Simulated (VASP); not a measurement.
Output of a VASP run:

OSZICAR:
```
       N       E                     dE             d eps       ncg     rms          rms(c)
DAV:   1     0.178132572256E+02    0.17813E+02   -0.51783E+03  4456   0.100E+03
DAV:   2    -0.257340280883E+02   -0.43547E+02   -0.42469E+02  4659   0.193E+02
DAV:   3    -0.260969926100E+02   -0.36296E+00   -0.35983E+00  5321   0.207E+01
DAV:   4    -0.260991858741E+02   -0.21933E-02   -0.21929E-02  5524   0.137E+00
DAV:   5    -0.260992156516E+02   -0.29778E-04   -0.29777E-04  5536   0.118E-01    0.734E+00
DAV:   6    -0.227437917426E+02    0.33554E+01   -0.73935E+00  4502   0.254E+01    0.400E+00
DAV:   7    -0.229097993442E+02   -0.16601E+00   -0.83166E-01  4609   0.656E+00    0.205E+00
DAV:   8    -0.229036727803E+02    0.61266E-02   -0.26416E-02  4501   0.140E+00    0.363E-01
DAV:   9    -0.229087737099E+02   -0.51009E-02   -0.72563E-03  4936   0.768E-01    0.162E-01
DAV:  10    -0.229090698167E+02   -0.29611E-03   -0.24771E-03  5156   0.444E-01    0.601E-02
DAV:  11    -0.229091391181E+02   -0.69301E-04   -0.83542E-04  5131   0.178E-01    0.674E-02
DAV:  12    -0.229091574713E+02   -0.18353E-04   -0.12557E-04  4633   0.103E-01    0.335E-02
DAV:  13    -0.229091775167E+02   -0.20045E-04   -0.17123E-04  4500   0.977E-02    0.320E-03
DAV:  14    -0.229091855661E+02   -0.80494E-05   -0.50117E-06  4650   0.262E-02    0.189E-03
DAV:  15    -0.229091853697E+02    0.19638E-06   -0.51074E-07  5499   0.570E-03    0.869E-04
DAV:  16    -0.229091861900E+02   -0.82035E-06   -0.23487E-07  4519   0.549E-03    0.339E-04
DAV:  17    -0.229091861788E+02    0.11257E-07   -0.19854E-08  2330   0.133E-03
   1 F= -.22909186E+02 E0= -.22908853E+02  d E =-.998795E-03
```

**OUTCAR**
```
------------------------ aborting loop because EDIFF is reached ----------------------------------------
  FORCE on cell =-STRESS in cart. coord.  units (eV):
  Direction    XX          YY          ZZ          XY          YZ          ZX
  --------------------------------------------------------------------------------------
  Total       -0.9003196     -0.9003196     -0.8453246      0.0000000      0.0000000      0.0000000
  in kB      -90.8796564    -90.8796564    -85.3283709      0.0000000      0.0000000      0.0000000
  external PRESSURE =     -89.0292279 kB  Pullay stress =       0.0000000 kB
  volume of cell :       15.87
      direct lattice vectors                 reciprocal lattice vectors
     0.000000000  2.014416552  1.955744225    -0.248210828  0.248210828  0.255657153
     2.014416552  0.000000000  1.955744225     0.248210828 -0.248210828  0.255657153
     2.014416552  2.014416552  0.000000000     0.248210828  0.248210828 -0.255657153
 POSITION                                       TOTAL-FORCE (eV/Angst)
 -----------------------------------------------------------------------------------
      0.00000      0.00000      0.00000        -0.000000      0.000000      0.000000
 -----------------------------------------------------------------------------------
    total drift:                                0.000000      0.000000      0.000000
  FREE ENERGIE OF THE ION-ELECTRON SYSTEM (eV)
  ---------------------------------------------------
  free  energy   TOTEN  =       -22.9091861788 eV

  energy  without entropy=      -22.9081873833  energy(sigma->0) =      -22.90885325
```
(Selected blocks of OUTCAR.)

POSCAR:
```
Pd
1
    0.0000000000     2.0144165519     1.9557442252
    2.0144165519     0.0000000000     1.9557442252
    2.0144165519     2.0144165519     0.0000000000
Pd
1
Direct
  0.0000000000   0.0000000000   0.0000000000
```

Question: Reconstruct the remaining input files.

Answer: One answer among several that fit: the input of the run itself, r2SCAN meta-GGA, plane waves, VASP's PBE PAW potentials (set 64).

### INCAR
```
ENCUT = 480   # plane-wave cut-off (eV)
LREAL = .FALSE.
NELM = 100   # most electronic steps
ALGO = Normal   # blocked Davidson
ISMEAR = 1
METAGGA = R2SCAN
SIGMA = 0.1   # width (eV)
LMIXTAU = .TRUE.
LMAXMIX = 4   # l cut-off of mixed one-centre charges
SYSTEM = Pd
EDIFF = 1E-7   # SCF stop (eV)
PREC = Accurate
LWAVE = .FALSE.
ISIF = 2   # forces and stress, cell fixed
LCHARG = .FALSE.
LASPH = .TRUE.
```

KPOINTS:
```
Regular mesh
0
Gamma
14 14 14
```

POTCAR, in this order: Pd (PBE.64 set). Program: vasp_std.

The compound is Pd in the fcc structure. This cell was strained or had an atom moved on purpose.
